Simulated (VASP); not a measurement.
Given:

```xyz
5
Lattice="2.2816 -3.9519 0.0000 2.2816 3.9519 0.0000 0.0000 0.0000 7.1559" Properties=species:S:1:pos:R:3 pbc="T T T"
Mg     0.0000     0.0000     7.1559
Mg     2.2816     1.3173     4.5367
Mg     2.2816    -1.3173     2.6191
Sb     2.2816     1.3173     1.6039
Sb     2.2816    -1.3173     5.5520
```

Level of theory: PBEsol GGA, VASP's PBE PAW potentials (set 64) (plane waves; VASP). Settings: 520 eV cut-off, 6×6×4 Γ-centred mesh, tetrahedra with Blöchl corrections, potentials Mg Sb.

The cores are frozen, which limits the accuracy of field gradients.

Q: Give the principal components of the electric field gradient (V/Å²) and the asymmetry η at each nucleus.

A: 
```
atom    Vxx    Vyy   Vzz     η
----  -----  -----  ----  ----
Mg1    -0.8   -0.8   1.6  0.00
Mg2    -0.5   -0.5   1.1  0.00
Mg3    -0.5   -0.5   1.1  0.00
Sb4   -16.8  -16.8  33.5  0.00
Sb5   -16.8  -16.8  33.5  0.00
```

The compound is Mg3Sb2 in the a-la2o3 structure. It was relaxed first.
